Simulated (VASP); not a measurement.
# ZnS (Wurtzite-2H): convergence with the k-mesh and plane-wave cutoff, part 3 of 3

Aim: find how far the k-mesh and plane-wave cutoff must be pushed for ZnS (Wurtzite-2H), and what that costs. The series runs use LDA. The start is a cell from a database of measured crystal structures.

VASP 6.6.1; LDA; plane waves and PAW (Zn, S).

So far. Step 14 (Plane-wave cutoff: ENCUT = 280): Against the run before the energy moves by -7.65 meV an atom and the pressure by +3.50 GPa, after 13 cycles in 3.8 s.

The database entry behind the starting cell differs from later determinations by our own check (about 0.4 % short), so it need not match the best structure at ambient conditions.

### Step 15. Plane-wave cutoff: ENCUT = 320

File INCAR:

```
SYSTEM = ZnS
PREC = Accurate
ENCUT = 320
EDIFF = 1E-06
NELM = 100
ISMEAR = -1
SIGMA = 0.05
LREAL = .FALSE.
ALGO = Normal
GGA = CA
NBANDS = 24
LORBIT = 11
LWAVE = .FALSE.
LCHARG = .FALSE.
KPAR = 4
ISIF = 2
```

File POSCAR:

```
ZnS
1.0
    3.8110000000      0.0000000000      0.0000000000
   -1.9055000000      3.3004228138      0.0000000000
    0.0000000000      0.0000000000      6.2340000000
Zn S
2 2
Direct
    0.3333333333      0.6666666667      0.0000000000
    0.6666666667      0.3333333333      0.5000000000
    0.3333333333      0.6666666667      0.3850000000
    0.6666666667      0.3333333333      0.8850000000
```

File KPOINTS:

```
Automatic mesh
0
Gamma
7 7 4
0 0 0
```

The projector-augmented-wave data sets are Zn and S (PBE family, release 64).

Launch:

```
$ mpirun -np 4 vasp_std
```

What it wrote:

```text
[... set-up lines as in an earlier step ...]
 entering main loop
       N       E                     dE             d eps       ncg     rms          rms(c)
DAV:   1     0.184684436994E+03    0.18468E+03   -0.13232E+04  1152   0.129E+03
DAV:   2    -0.195688640751E+01   -0.18664E+03   -0.18080E+03  1280   0.290E+02
DAV:   3    -0.169808726618E+02   -0.15024E+02   -0.14964E+02  1400   0.904E+01
DAV:   4    -0.172420744468E+02   -0.26120E+00   -0.26110E+00  1408   0.124E+01
[...]
DAV:  11    -0.163778648914E+02   -0.24619E-04   -0.53121E-05  1536   0.736E-02    0.356E-02
DAV:  12    -0.163778631929E+02    0.16985E-05   -0.11752E-05  1416   0.759E-02    0.318E-03
DAV:  13    -0.163778633822E+02   -0.18933E-06   -0.76450E-07   808   0.123E-02
   1 F= -.16377863E+02 E0= -.16377863E+02  d E =-.735863E-10
```

Run time: 4 s. Hardware: 4 MPI ranks of AMD EPYC 9R45, shared host; peak memory 0.45 GiB; 12 s of CPU time.

OUTCAR, selected parts (step 15):

```text
  Total       -1.5582792     -1.5582792     -2.3364488      0.0000000      0.0000000      0.0000000
  in kB      -31.8405485    -31.8405485    -47.7410010      0.0000000      0.0000000      0.0000000
  external PRESSURE =     -37.1406993 kB  Pullay stress =       0.0000000 kB

 POSITION                                       TOTAL-FORCE (eV/Angst)
 -----------------------------------------------------------------------------------
     -0.00000      2.20028      0.00000         0.000000     -0.000000      0.299207
      1.90550      1.10014      3.11700        -0.000000      0.000000      0.299207
     -0.00000      2.20028      2.40009         0.000000     -0.000000     -0.299207
      1.90550      1.10014      5.51709        -0.000000      0.000000     -0.299207
 -----------------------------------------------------------------------------------
    total drift:                                0.000000      0.000001     -0.000291

  FREE ENERGIE OF THE ION-ELECTRON SYSTEM (eV)
  ---------------------------------------------------
  free  energy   TOTEN  =       -16.3778633822 eV

  energy  without entropy=      -16.3778633821  energy(sigma->0) =      -16.37786338

[... 1 part as in an earlier step ...]

[... 2 further parts left out ...]
[key lines of the parts left out:]
E-fermi :   2.9616
```

Against the run before the energy moves by -5.15 meV an atom and the pressure by +0.68 GPa, after 13 cycles in 4 s.

### Step 16. Plane-wave cutoff: ENCUT = 360

INCAR, as its differences from that of step 15:

```diff
@@ -2,3 +2,3 @@
 PREC = Accurate
-ENCUT = 320
+ENCUT = 360
 EDIFF = 1E-06
```

POSCAR is that of step 15.

KPOINTS is that of step 15.

Launch:

```
$ mpirun -np 4 vasp_std
```

What it wrote:

```text
[... set-up lines as in an earlier step ...]
 entering main loop
       N       E                     dE             d eps       ncg     rms          rms(c)
DAV:   1     0.198359020463E+03    0.19836E+03   -0.14079E+04  1152   0.141E+03
DAV:   2    -0.342520199747E+00   -0.19870E+03   -0.19237E+03  1272   0.306E+02
DAV:   3    -0.169529261920E+02   -0.16610E+02   -0.16541E+02  1440   0.963E+01
DAV:   4    -0.172521510607E+02   -0.29922E+00   -0.29913E+00  1344   0.136E+01
[...]
DAV:  11    -0.163841141959E+02   -0.24896E-04   -0.52396E-05  1536   0.705E-02    0.342E-02
DAV:  12    -0.163841126291E+02    0.15668E-05   -0.98001E-06  1424   0.706E-02    0.297E-03
DAV:  13    -0.163841128100E+02   -0.18086E-06   -0.77272E-07   792   0.109E-02
   1 F= -.16384113E+02 E0= -.16384113E+02  d E =-.714130E-10
```

It took 4.2 s on 4 MPI ranks; peak memory 0.48 GiB.

Parts of OUTCAR (step 16):

```text
  Total       -1.6135579     -1.6135579     -2.3878510      0.0000000     -0.0000000      0.0000000
  in kB      -32.9700657    -32.9700657    -48.7913091      0.0000000     -0.0000000      0.0000000
  external PRESSURE =     -38.2438135 kB  Pullay stress =       0.0000000 kB

 POSITION                                       TOTAL-FORCE (eV/Angst)
 -----------------------------------------------------------------------------------
     -0.00000      2.20028      0.00000         0.000000      0.000000      0.299681
      1.90550      1.10014      3.11700         0.000000     -0.000000      0.299681
     -0.00000      2.20028      2.40009        -0.000000      0.000000     -0.299681
      1.90550      1.10014      5.51709        -0.000000     -0.000000     -0.299681
 -----------------------------------------------------------------------------------
    total drift:                               -0.000000     -0.000001      0.000959

  FREE ENERGIE OF THE ION-ELECTRON SYSTEM (eV)
  ---------------------------------------------------
  free  energy   TOTEN  =       -16.3841128100 eV

  energy  without entropy=      -16.3841128099  energy(sigma->0) =      -16.38411281

[... 1 part as in an earlier step ...]

[... 2 further parts left out ...]
[key lines of the parts left out:]
E-fermi :   2.9602
```

Against the run before the energy moves by -1.56 meV an atom and the pressure by -0.11 GPa, after 13 cycles in 4.2 s.

### Step 17. Plane-wave cutoff: ENCUT = 440

INCAR, as its differences from that of step 16:

```diff
@@ -2,3 +2,3 @@
 PREC = Accurate
-ENCUT = 360
+ENCUT = 440
 EDIFF = 1E-06
```

POSCAR is that of step 16.

KPOINTS is that of step 16.

Launch:

```
$ mpirun -np 4 vasp_std
```

What it wrote:

```text
[... set-up lines as in an earlier step ...]
 entering main loop
       N       E                     dE             d eps       ncg     rms          rms(c)
DAV:   1     0.218648956125E+03    0.21865E+03   -0.15847E+04  1152   0.162E+03
DAV:   2     0.239301733293E+01   -0.21626E+03   -0.20949E+03  1248   0.340E+02
DAV:   3    -0.168836680369E+02   -0.19277E+02   -0.19185E+02  1400   0.106E+02
DAV:   4    -0.172599992565E+02   -0.37633E+00   -0.37610E+00  1368   0.154E+01
[...]
DAV:  11    -0.163900654608E+02   -0.26331E-04   -0.54025E-05  1600   0.738E-02    0.333E-02
DAV:  12    -0.163900638711E+02    0.15897E-05   -0.94251E-06  1440   0.700E-02    0.358E-03
DAV:  13    -0.163900640552E+02   -0.18408E-06   -0.83304E-07   832   0.963E-03
   1 F= -.16390064E+02 E0= -.16390064E+02  d E =-.122446E-09
```

The job ended after 6.4 s (4 MPI ranks; peak memory 0.57 GiB).

Parts of OUTCAR (step 17):

```text
  Total       -1.5169278     -1.5169278     -2.2954584      0.0000000      0.0000000     -0.0000000
  in kB      -30.9956091    -30.9956091    -46.9034388      0.0000000      0.0000000     -0.0000000
  external PRESSURE =     -36.2982190 kB  Pullay stress =       0.0000000 kB

 POSITION                                       TOTAL-FORCE (eV/Angst)
 -----------------------------------------------------------------------------------
     -0.00000      2.20028      0.00000        -0.000000      0.000000      0.300776
      1.90550      1.10014      3.11700         0.000000     -0.000000      0.300776
     -0.00000      2.20028      2.40009        -0.000000     -0.000000     -0.300776
      1.90550      1.10014      5.51709        -0.000000      0.000000     -0.300776
 -----------------------------------------------------------------------------------
    total drift:                               -0.000000     -0.000000      0.000584

  FREE ENERGIE OF THE ION-ELECTRON SYSTEM (eV)
  ---------------------------------------------------
  free  energy   TOTEN  =       -16.3900640552 eV

  energy  without entropy=      -16.3900640551  energy(sigma->0) =      -16.39006406

[... 1 part as in an earlier step ...]

[... 2 further parts left out ...]
[key lines of the parts left out:]
E-fermi :   2.8815
```

Against the run before the energy moves by -1.49 meV an atom and the pressure by +0.19 GPa, after 13 cycles in 6.4 s.

### Step 18. Plane-wave cutoff: ENCUT = 550

INCAR, as its differences from that of step 17:

```diff
@@ -2,3 +2,3 @@
 PREC = Accurate
-ENCUT = 440
+ENCUT = 550
 EDIFF = 1E-06
```

POSCAR is that of step 17.

KPOINTS is that of step 17.

Launch:

```
$ mpirun -np 4 vasp_std
```

What it wrote:

```text
[... set-up lines as in an earlier step ...]
 entering main loop
       N       E                     dE             d eps       ncg     rms          rms(c)
DAV:   1     0.239930977790E+03    0.23993E+03   -0.18067E+04  1152   0.188E+03
DAV:   2     0.472645960724E+01   -0.23520E+03   -0.22750E+03  1240   0.371E+02
DAV:   3    -0.168027424397E+02   -0.21529E+02   -0.21406E+02  1432   0.113E+02
DAV:   4    -0.172618336205E+02   -0.45909E+00   -0.45885E+00  1360   0.171E+01
[...]
DAV:  11    -0.163930464229E+02   -0.26467E-04   -0.55491E-05  1608   0.750E-02    0.328E-02
DAV:  12    -0.163930448284E+02    0.15946E-05   -0.96216E-06  1448   0.711E-02    0.365E-03
DAV:  13    -0.163930450098E+02   -0.18141E-06   -0.87321E-07   840   0.977E-03
   1 F= -.16393045E+02 E0= -.16393045E+02  d E =-.690405E-10
```

It took 7.2 s on 4 MPI ranks; peak memory 0.67 GiB; 24 s of CPU time.

Parts of OUTCAR (step 18):

```text
  Total       -1.4645796     -1.4645796     -2.2441024      0.0000000      0.0000000      0.0000000
  in kB      -29.9259710    -29.9259710    -45.8540743      0.0000000      0.0000000      0.0000000
  external PRESSURE =     -35.2353387 kB  Pullay stress =       0.0000000 kB

 POSITION                                       TOTAL-FORCE (eV/Angst)
 -----------------------------------------------------------------------------------
     -0.00000      2.20028      0.00000        -0.000000      0.000000      0.301178
      1.90550      1.10014      3.11700         0.000000      0.000000      0.301178
     -0.00000      2.20028      2.40009        -0.000000      0.000000     -0.301178
      1.90550      1.10014      5.51709         0.000000     -0.000000     -0.301178
 -----------------------------------------------------------------------------------
    total drift:                               -0.000000     -0.000000      0.000609

  FREE ENERGIE OF THE ION-ELECTRON SYSTEM (eV)
  ---------------------------------------------------
  free  energy   TOTEN  =       -16.3930450098 eV

  energy  without entropy=      -16.3930450097  energy(sigma->0) =      -16.39304501

[... 1 part as in an earlier step ...]

[... 2 further parts left out ...]
[key lines of the parts left out:]
E-fermi :   2.9593
```

Against the run before the energy moves by -0.75 meV an atom and the pressure by +0.11 GPa, after 13 cycles in 7.2 s.

### Step 19. The plane-wave cutoff series as a table

This step: convergence of LDA results with the cutoff; plane waves and PAW (VASP 6.6.1).

Derived from the runs above.

Differences are taken from the run with ENCUT = 550. Results of the series, by row:

```tsv
setting	status	energy less the reference (meV/atom)	pressure (GPa)	largest force difference (meV/Å)	gap (eV)	SCF cycles	wall time (s)
ENCUT = 170	converged	1142	-116.3	51.09	1.882	15	1.8
ENCUT = 210	converged	103.9	-28.44	6.878	2.039	14	2.4
ENCUT = 250	converged	16.59	-7.892	2.269	2.007	13	2.6
ENCUT = 280	converged	8.943	-4.393	3.717	2.005	13	3.8
ENCUT = 320	converged	3.795	-3.714	1.971	2.009	13	4
ENCUT = 360	converged	2.233	-3.824	1.497	2.012	13	4.2
ENCUT = 440	converged	0.7452	-3.63	0.402	2.015	13	6.4
ENCUT = 550	converged	0	-3.524	0	2.015	13	7.2
```

### Step 20. What came out

| Item | Value |
| --- | --- |
| k-mesh from which the energy stays within 10 meV/atom of the reference | 5 5 3 |
| k-mesh from which the energy stays within 1 meV/atom of the reference | 8 8 5 |
| k-mesh from which the pressure stays within 0.2 GPa of the reference | 4 4 2 |
| spread of the pressure over the k-mesh | 1.50 GPa |
| spread of the energy over the k-mesh | 274 meV/atom |
| plane-wave cutoff from which the energy stays within 10 meV/atom of the reference | ENCUT = 280 |
| plane-wave cutoff from which the energy stays within 1 meV/atom of the reference | ENCUT = 440 |
| plane-wave cutoff from which the pressure stays within 0.2 GPa of the reference | ENCUT = 440 |
| spread of the pressure over the plane-wave cutoff | 113 GPa |
| spread of the energy over the plane-wave cutoff | 1142 meV/atom |

What this shows: From 8 8 5 on, the energy stays within 1 meV an atom of the reference, at 45 % of its time. The pressure holds within 0.2 GPa from 4 4 2 on. From ENCUT = 440 on, the energy stays within 1 meV an atom of the reference, at 89 % of its time. The pressure holds within 0.2 GPa from ENCUT = 440 on. These cutoffs are 0.6 to 2 times the default of the data sets, about 280 eV; at the default the run is off by +8.9 meV an atom, -0.87 GPa, 3.7 meV/Å in forces, and at 1.3 times by +2.2 meV an atom, -0.30 GPa, 1.5 meV/Å in forces. Energy differences between like cells converge faster than these totals. Differences are taken from the run with 12 12 7, which is itself not the exact limit. The runs at 2 2 1; 3 3 2 are over 30 meV an atom or 2 GPa off and describe the material poorly. The runs at ENCUT = 170; ENCUT = 210; ENCUT = 250 are over 30 meV an atom or 2 GPa off and describe the material poorly.

[Lines on the potential files, build, host, timing and source positions are cut from VASP's logs without a mark.]

[Logs are printed without paths, hosts, clocks, repeated set-up lines and the standing remarks that a program may print on its own settings, such as how far it seeks lower states.]

[Hosts, paths, dates, database ids (printed as entryN), source tags and the programs' standing remarks are cut or masked in the printed files.]

[A measured line is paired with the nearest computed mode of its activity, which favours agreement.]
